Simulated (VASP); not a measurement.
The system is InAs.

```
In As
1.0
     0.00000    3.04545    3.04545
     3.04545    0.00000    3.04545
     3.04545    3.04545    0.00000
In As
1 1
Direct
  0.00000 0.00000 0.00000
  0.25000 0.25000 0.25000
```

The cell was built by a generator and needn't be a form met in nature.

Base run:

| Quantity | Value |
| --- | --- |
| Program | VASP 6.6.1 |
| Functional | PBEsol |
| Potentials or basis | VASP PAW PBE potentials, release 64 (In_d, As) |
| Cutoff | 520 eV |
| k mesh | 10 × 10 × 10 |
| Occupations | gaussian, width 0.03 eV |
| Spin | no spin polarisation |

Its results: pressure 0.0 GPa.

**Question.** The run is repeated on the same cell with these changes: functional from PBEsol to LDA; potentials or basis from VASP PAW PBE potentials, release 64 (In_d, As) to VASP PAW LDA potentials, release 64 (In_d, As). What comes out?

**Answer.** Pressure -1.7 GPa.

Caveats: the PAW data sets were made with another functional, which shifts forces and pressure a little (some runs).
